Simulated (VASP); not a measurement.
# How strain moves the gap of CdS (Hawleyite), part 3 of 4

Aim: follow the gap and pressure of CdS (Hawleyite) through compression, expansion and shear. All runs use LDA. The start is a cell from a database of measured crystal structures.

VASP 6.6.1; LDA; plane waves and PAW (Cd, S).

Still holding for the runs below: Spin-orbit coupling is off here; it would split degenerate levels.

So far, least gap on mesh and path (eV): step 3 (bands, cell as listed) 0.890; step 4 (cell volume +4.0 %) 0.804; step 5 (cell volume +8.0 %) 0.720.

## 6. Bands, sheared, principal strains -2.8, -0.5, +3.4 %

The first cell is sheared at its own volume, which lowers its symmetry.

File INCAR:

```
SYSTEM = CdS
PREC = Accurate
ENCUT = 400
EDIFF = 1E-06
NELM = 100
ISMEAR = -1
SIGMA = 0.05
LREAL = .FALSE.
ALGO = Normal
GGA = CA
NBANDS = 21
LORBIT = 11
LWAVE = .FALSE.
LCHARG = .FALSE.
KPAR = 2
```

File POSCAR:

```
CdS
1.0
   -0.0529870000      2.9355920000      2.8924540000
    2.9839480000     -0.0052190000      2.8446860000
    2.9548520000      2.8587280000      0.0238770000
Cd S
1 1
Direct
    0.0000000000      0.0000000000      0.0000000000
    0.2500000000      0.2500000000      0.2500000000
```

File KPOINTS:

```
Automatic mesh
0
Gamma
7 7 7
0 0 0
```

File KPOINTS_OPT:

```
Line mode
16
Line-mode
Reciprocal
  0.00000000   0.50000000   0.00000000 X
  0.00000000   0.00000000   0.00000000 GAMMA

  0.00000000   0.00000000   0.00000000 GAMMA
  0.50000000   0.00000000   0.00000000 Y

  0.50000000   0.50000000   0.00000000 L
  0.00000000   0.00000000   0.00000000 GAMMA

  0.00000000   0.00000000   0.00000000 GAMMA
 -0.50000000  -0.50000000  -0.50000000 Z

 -0.50000000   0.00000000  -0.50000000 N
  0.00000000   0.00000000   0.00000000 GAMMA

  0.00000000   0.00000000   0.00000000 GAMMA
  0.00000000  -0.50000000  -0.50000000 M

  0.00000000   0.00000000  -0.50000000 R
  0.00000000   0.00000000   0.00000000 GAMMA
```

The projector-augmented-wave data sets are Cd and S (LDA family, release 64).

Started as:

```
> mpirun -np 2 vasp_std
```

Log:

```text
[... set-up lines as in an earlier step ...]
 entering main loop
       N       E                     dE             d eps       ncg     rms          rms(c)
DAV:   1     0.976730136641E+02    0.97673E+02   -0.75802E+03  7608   0.635E+02
DAV:   2    -0.380700862172E+01   -0.10148E+03   -0.94418E+02  8287   0.193E+02
DAV:   3    -0.787748242838E+01   -0.40705E+01   -0.40480E+01  8796   0.402E+01
DAV:   4    -0.789879449803E+01   -0.21312E-01   -0.21309E-01  8075   0.288E+00
DAV:   5    -0.789898466040E+01   -0.19016E-03   -0.19016E-03  8883   0.253E-01    0.813E+00
DAV:   6    -0.741143619748E+01    0.48755E+00   -0.46976E-01  9585   0.884E+00    0.650E+00
DAV:   7    -0.738490584136E+01    0.26530E-01   -0.13341E-01  8619   0.208E+00    0.301E+00
DAV:   8    -0.737934269515E+01    0.55631E-02   -0.13640E-02  8084   0.113E+00    0.234E-01
DAV:   9    -0.737894592095E+01    0.39677E-03   -0.12265E-03  8808   0.453E-01    0.713E-02
DAV:  10    -0.737894346985E+01    0.24511E-05   -0.11770E-04  8212   0.108E-01    0.589E-02
DAV:  11    -0.737895178581E+01   -0.83160E-05   -0.36858E-05  8112   0.346E-02    0.228E-02
DAV:  12    -0.737894926086E+01    0.25250E-05   -0.44661E-06  8723   0.225E-02    0.722E-03
DAV:  13    -0.737894934004E+01   -0.79187E-07   -0.94875E-07  5515   0.499E-03
   1 F= -.73789493E+01 E0= -.73789481E+01  d E =-.238494E-05
 Start KPOINTS_OPT (optional k-point list driver)
k-point batch [1-112\112]
       N       E                     dE             ncg
DAV:   1     0.440345115352E+04   -0.25965E+05     4904
DAV:   2    -0.727002631860E+04   -0.11673E+05     5451
DAV:   3    -0.775804798614E+04   -0.48802E+03     5637
DAV:   4    -0.776047737051E+04   -0.24294E+01     5431
DAV:   5    -0.776049740293E+04   -0.20032E-01     5768
DAV:   6    -0.776049765171E+04   -0.24878E-03     5496
DAV:   7    -0.776049765527E+04   -0.35529E-05     5119
DAV:   8    -0.776049765550E+04   -0.23310E-06     3736
```

Run time: 49 s. Hardware: 2 MPI ranks of AMD EPYC 9R45, shared host; peak memory 0.53 GiB; 96 s of CPU time.

From OUTCAR (step 6):

```text
   k-points           NKPTS =    172   k-points in BZ     NKDIM =    172   number of bands    NBANDS=     21

   ENCUT  =  400.0 eV  29.40 Ry    5.42 a.u.   6.72  6.72  6.70*2*pi/ulx,y,z

   NELECT =      18.0000    total number of electrons

 E-fermi :   1.6239

 k-point     1 :       0.0000    0.0000    0.0000
  band No.  band energies     occupation
    ...
      5      -6.1755      2.00000
      6      -6.1556      2.00000
      7       1.0176      1.99999
      8       1.1383      1.99988
      9       1.2150      1.99944
     10       2.0111      0.00087
     11       7.2406      0.00000
     12       7.5519      0.00000
     13       7.7286      0.00000
     14      12.1013      0.00000
    ...

  Total       -0.9268991     -0.6710642     -0.5862701      0.4394381     -0.3987287      0.1024786
  in kB      -29.9314059    -21.6699896    -18.9318222     14.1903249    -12.8757383      3.3092375
  external PRESSURE =     -23.5110726 kB  Pullay stress =       0.0000000 kB

 POSITION                                       TOTAL-FORCE (eV/Angst)
 -----------------------------------------------------------------------------------
      0.00000      0.00000      0.00000         0.147100     -0.024220     -0.155987
      1.47145      1.44728      1.44025        -0.147100      0.024220      0.155987
 -----------------------------------------------------------------------------------
    total drift:                                0.000094      0.000013     -0.000113

  FREE ENERGIE OF THE ION-ELECTRON SYSTEM (eV)
  ---------------------------------------------------
  free  energy   TOTEN  =        -7.3789493400 eV

  energy  without entropy=       -7.3789469551  energy(sigma->0) =       -7.37894815

[... 1 part as in an earlier step ...]

[... 14 further parts left out ...]
```

The path and its labels are those of the sheared lattice, so a letter need not mean the same point as in the unstrained cell.

This step gave:

* irreducible k-points: 172
* symmetry operations: 1
* free energy (TOTEN): -7.379 eV
* Fermi energy: 1.624 eV
* pressure: -2.351 GPa
* least gap on mesh and path: 0.7961 eV
* least direct gap on mesh and path: 0.7961 eV

The electronic bands at the labelled points (eV, zero at the valence-band top; v1 is the highest filled band, c1 the lowest empty one):

```tsv
point	v4	v3	v2	v1	c1	c2	c3	c4
X	-6.99	-4.60	-0.93	-0.79	2.68	6.64	6.81	7.19
0.47 of the way	-7.37	-2.85	-0.58	-0.50	2.52	6.01	6.76	6.91
Γ	-7.37	-0.20	-0.08	0.00	0.80	6.03	6.34	6.51
0.53 of the way	-7.37	-2.91	-0.54	-0.38	2.59	5.90	6.83	7.04
Y	-7.03	-4.59	-0.85	-0.66	2.80	6.73	6.96	7.10
jump to L	-6.89	-4.01	-2.20	-1.98	3.12	3.94	9.04	10.19
0.47 of the way	-7.33	-2.57	-1.38	-1.19	3.44	4.32	7.80	8.15
Γ	-7.37	-0.20	-0.08	0.00	0.80	6.03	6.34	6.51
0.47 of the way	-7.37	-2.46	-0.57	-0.37	2.39	5.93	6.56	7.02
Z	-6.99	-4.61	-0.98	-0.76	2.63	6.49	7.06	7.18
jump to N	-6.92	-4.10	-2.07	-1.98	3.20	4.04	8.86	10.17
0.47 of the way	-7.33	-2.62	-1.31	-1.18	3.42	4.40	7.78	8.08
Γ	-7.37	-0.20	-0.08	0.00	0.80	6.03	6.34	6.51
0.47 of the way	-7.34	-2.43	-1.04	-0.88	3.11	4.79	7.63	7.90
M	-6.99	-4.30	-2.00	-1.79	3.30	4.33	8.57	10.43
jump to R	-6.97	-4.61	-1.01	-0.85	2.59	6.48	6.86	7.26
0.53 of the way	-7.38	-2.43	-0.56	-0.44	2.37	6.01	6.59	6.86
Γ	-7.37	-0.20	-0.08	0.00	0.80	6.03	6.34	6.51
```

Of the projections kept (Cd, S), the largest for each band there, as a share of the weight inside these atoms' spheres; weight between the spheres isn't counted:

```tsv
point	v4	v3	v2	v1	c1	c2	c3	c4
X	Cd 0.95	S 0.58	S 0.76	S 0.79	Cd 0.69	Cd 0.80	Cd 0.90	S 0.76
Γ	Cd 1.00	S 0.78	S 0.79	S 0.79	Cd 0.54	Cd 0.99	Cd 0.99	Cd 0.99
Y	Cd 0.96	S 0.58	S 0.77	S 0.79	Cd 0.67	Cd 0.84	S 0.68	Cd 0.69
L	Cd 0.92	Cd 0.55	S 0.78	S 0.77	Cd 0.79	Cd 0.75	S 0.78	Cd 0.50
Γ	Cd 1.00	S 0.78	S 0.79	S 0.79	Cd 0.54	Cd 0.99	Cd 0.99	Cd 0.99
Z	Cd 0.95	S 0.58	S 0.77	S 0.78	Cd 0.70	Cd 0.89	Cd 0.87	S 0.79
```

Force by atom:

```tsv
atom	x (eV/Å)	y (eV/Å)	z (eV/Å)	size
Cd1	0.147	-0.024	-0.156	0.216
S2	-0.147	0.024	0.156	0.216
```

The gap is 0.80 eV, direct at Γ. That is -0.09 eV from the cell as listed. The pressure is -2.35 GPa, and the symmetry operations fall from 24 to 1.

## 7. Bands, volume times 0.96

The cell is compressed evenly, with fractional positions held.

INCAR is that of step 6.

File POSCAR:

```
CdS
1.0
    0.0000000000      2.8770830059      2.8770830059
    2.8770830059      0.0000000000      2.8770830059
    2.8770830059      2.8770830059      0.0000000000
Cd S
1 1
Direct
    0.0000000000      0.0000000000      0.0000000000
    0.2500000000      0.2500000000      0.2500000000
```

KPOINTS is that of step 6.

File KPOINTS_OPT:

```
Line mode
16
Line-mode
Reciprocal
  0.00000000   0.00000000   0.00000000 GAMMA
  0.50000000   0.00000000   0.50000000 X

  0.50000000   0.00000000   0.50000000 X
  0.50000000   0.25000000   0.75000000 W

  0.50000000   0.25000000   0.75000000 W
  0.37500000   0.37500000   0.75000000 K

  0.37500000   0.37500000   0.75000000 K
  0.00000000   0.00000000   0.00000000 GAMMA

  0.00000000   0.00000000   0.00000000 GAMMA
  0.50000000   0.50000000   0.50000000 L

  0.50000000   0.50000000   0.50000000 L
  0.62500000   0.25000000   0.62500000 U

  0.62500000   0.25000000   0.62500000 U
  0.50000000   0.25000000   0.75000000 W

  0.50000000   0.25000000   0.75000000 W
  0.50000000   0.50000000   0.50000000 L

  0.50000000   0.50000000   0.50000000 L
  0.37500000   0.37500000   0.75000000 K

  0.62500000   0.25000000   0.62500000 U
  0.50000000   0.00000000   0.50000000 X
```

Started as:

```
> mpirun -np 2 vasp_std
```

Log:

```text
[... set-up lines as in an earlier step ...]
 entering main loop
       N       E                     dE             d eps       ncg     rms          rms(c)
DAV:   1     0.101021278628E+03    0.10102E+03   -0.75295E+03   904   0.639E+02
DAV:   2    -0.354522011732E+01   -0.10457E+03   -0.97969E+02   958   0.197E+02
DAV:   3    -0.789643341957E+01   -0.43512E+01   -0.43249E+01  1005   0.415E+01
DAV:   4    -0.791951346994E+01   -0.23080E-01   -0.23077E-01   935   0.303E+00
DAV:   5    -0.791970328619E+01   -0.18982E-03   -0.18981E-03   995   0.255E-01    0.889E+00
DAV:   6    -0.743664855521E+01    0.48305E+00   -0.45322E-01  1120   0.910E+00    0.699E+00
DAV:   7    -0.740906316259E+01    0.27585E-01   -0.14068E-01   990   0.215E+00    0.315E+00
DAV:   8    -0.740393264841E+01    0.51305E-02   -0.14986E-02   933   0.123E+00    0.262E-01
DAV:   9    -0.740353214573E+01    0.40050E-03   -0.14271E-03  1019   0.503E-01    0.665E-02
DAV:  10    -0.740352288093E+01    0.92648E-05   -0.12557E-04   958   0.120E-01    0.578E-02
DAV:  11    -0.740353155346E+01   -0.86725E-05   -0.41328E-05   950   0.406E-02    0.264E-02
DAV:  12    -0.740352859176E+01    0.29617E-05   -0.64223E-06  1084   0.304E-02    0.858E-03
DAV:  13    -0.740352872823E+01   -0.13647E-06   -0.13216E-06   779   0.557E-03
   1 F= -.74035287E+01 E0= -.74035284E+01  d E =-.690812E-06
 Start KPOINTS_OPT (optional k-point list driver)
k-point batch [1-20\160]
       N       E                     dE             ncg
DAV:   1     0.528768131397E+03   -0.58437E+04      856
DAV:   2    -0.158829718426E+04   -0.21171E+04      968
DAV:   3    -0.167198367772E+04   -0.83686E+02     1000
DAV:   4    -0.167237525774E+04   -0.39158E+00      968
DAV:   5    -0.167237831109E+04   -0.30533E-02     1005
DAV:   6    -0.167237834589E+04   -0.34806E-04      997
DAV:   7    -0.167237834631E+04   -0.42266E-06      848
[...]
k-point batch [141-160\160]
       N       E                     dE             ncg
DAV:   1     0.269477944279E+03   -0.11196E+05      904
DAV:   2    -0.168982568838E+04   -0.19593E+04      951
DAV:   3    -0.176335441639E+04   -0.73529E+02     1031
DAV:   4    -0.176372258921E+04   -0.36817E+00      960
DAV:   5    -0.176372569693E+04   -0.31077E-02     1046
DAV:   6    -0.176372573603E+04   -0.39101E-04      997
DAV:   7    -0.176372573658E+04   -0.55255E-06      950
```

The job ended after 22 s (2 MPI ranks; peak memory 0.28 GiB).

Parts of OUTCAR (step 7):

```text
   ENCUT  =  400.0 eV  29.40 Ry    5.42 a.u.   6.64  6.64  6.64*2*pi/ulx,y,z

   NELECT =      18.0000    total number of electrons

 E-fermi :   2.0173

 k-point     1 :       0.0000    0.0000    0.0000
  band No.  band energies     occupation
    ...
      5      -5.9028      2.00000
      6      -5.9028      2.00000
      7       1.4967      1.99994
      8       1.4967      1.99994
      9       1.4967      1.99994
     10       2.4744      0.00021
     11       7.8432      0.00000
     12       7.8432      0.00000
     13       7.8432      0.00000
     14      12.7963      0.00000
    ...

  Total        0.0623705      0.0623705      0.0623705      0.0000000      0.0000000      0.0000000
  in kB        2.0979877      2.0979877      2.0979877      0.0000000      0.0000000      0.0000000
  external PRESSURE =       2.0979877 kB  Pullay stress =       0.0000000 kB

 POSITION                                       TOTAL-FORCE (eV/Angst)
 -----------------------------------------------------------------------------------
      0.00000      0.00000      0.00000        -0.000000     -0.000000      0.000000
      1.43854      1.43854      1.43854         0.000000      0.000000     -0.000000
 -----------------------------------------------------------------------------------
    total drift:                                0.000000      0.000000      0.000000

  FREE ENERGIE OF THE ION-ELECTRON SYSTEM (eV)
  ---------------------------------------------------
  free  energy   TOTEN  =        -7.4035287282 eV

  energy  without entropy=       -7.4035280374  energy(sigma->0) =       -7.40352838

[... 4 parts as in an earlier step ...]

[... 12 further parts left out ...]
```

Numbers from this step:

| Item | Value |
| --- | --- |
| irreducible k-points | 20 |
| symmetry operations | 24 |
| free energy (TOTEN) | -7.404 eV |
| Fermi energy | 2.017 eV |
| pressure | 0.2098 GPa |
| least gap on mesh and path | 0.9776 eV |
| least direct gap on mesh and path | 0.9777 eV |

The electronic bands at the labelled points (eV, zero at the valence-band top; v1 is the highest filled band, c1 the lowest empty one):

```tsv
point	v4	v3	v2	v1	c1	c2	c3	c4
Γ	-7.40	0.00	0.00	0.00	0.98	6.35	6.35	6.35
0.53 of the way	-7.34	-2.63	-1.24	-1.24	3.57	4.51	8.16	8.24
X	-6.91	-4.24	-2.07	-2.07	3.24	4.21	9.13	10.79
0.53 of the way	-6.78	-4.22	-2.34	-2.26	4.09	4.81	8.49	8.73
W	-6.68	-4.21	-2.53	-2.40	5.23	5.47	7.10	7.82
0.53 of the way	-6.72	-4.23	-2.72	-1.96	4.49	5.41	7.75	8.35
K	-6.75	-4.24	-2.80	-1.69	4.00	5.39	8.35	8.99
0.53 of the way	-7.35	-2.75	-1.36	-0.41	3.37	5.89	6.66	7.06
Γ	-7.40	0.00	0.00	0.00	0.98	6.35	6.35	6.35
0.47 of the way	-7.40	-2.47	-0.40	-0.40	2.58	6.08	6.86	6.86
L	-6.98	-4.78	-0.83	-0.83	2.84	6.84	6.84	7.34
0.47 of the way	-6.88	-4.56	-1.85	-1.13	3.87	5.81	7.52	7.61
U	-6.75	-4.24	-2.80	-1.69	4.00	5.39	8.35	8.99
0.53 of the way	-6.72	-4.22	-2.70	-2.03	4.61	5.42	7.62	8.26
W	-6.68	-4.21	-2.53	-2.40	5.23	5.47	7.10	7.82
0.47 of the way	-6.83	-4.42	-2.23	-1.42	4.43	5.54	7.08	8.39
L	-6.98	-4.78	-0.83	-0.83	2.84	6.84	6.84	7.34
0.53 of the way	-6.86	-4.50	-2.05	-1.20	4.03	5.72	7.61	7.70
K	-6.75	-4.24	-2.80	-1.69	4.00	5.39	8.35	8.99
jump to U	-6.75	-4.24	-2.80	-1.69	4.00	5.39	8.35	8.99
0.53 of the way	-6.85	-4.24	-2.34	-1.98	3.52	4.50	8.88	10.10
X	-6.91	-4.24	-2.07	-2.07	3.24	4.21	9.13	10.79
```

Of the projections kept (Cd, S), the largest for each band there, as a share of the weight inside these atoms' spheres; weight between the spheres isn't counted:

```tsv
point	v4	v3	v2	v1	c1	c2	c3	c4
Γ	Cd 1.00	S 0.77	S 0.77	S 0.77	Cd 0.52	Cd 0.99	Cd 0.99	Cd 0.99
X	Cd 0.92	Cd 0.56	S 0.77	S 0.77	Cd 0.77	Cd 0.76	S 0.80	Cd 0.53
W	Cd 0.92	Cd 0.50	S 0.76	S 0.67	S 0.59	Cd 0.52	Cd 0.73	Cd 0.56
K	Cd 0.92	Cd 0.50	S 0.69	S 0.76	Cd 0.76	S 0.52	S 0.72	Cd 0.61
Γ	Cd 1.00	S 0.77	S 0.77	S 0.77	Cd 0.52	Cd 0.99	Cd 0.99	Cd 0.99
L	Cd 0.95	S 0.58	S 0.76	S 0.76	Cd 0.69	Cd 0.90	Cd 0.90	S 0.80
```

The gap is 0.98 eV, direct at Γ. That is +0.09 eV from the cell as listed. The pressure is 0.21 GPa.

(Continued in part 4 of 4.)

[Lines on the potential files, build, host, timing and source positions are cut from VASP's logs without a mark.]

[Logs are printed without paths, hosts, clocks, repeated set-up lines and the standing remarks that a program may print on its own settings, such as how far it seeks lower states.]

[Hosts, paths, dates, database ids (printed as entryN), source tags and the programs' standing remarks are cut or masked in the printed files.]

[A measured line is paired with the nearest computed mode of its activity, which favours agreement.]

[In band tables of VASP the shares of atoms and orbitals are scaled to a sum of 1 inside the atoms' spheres.]
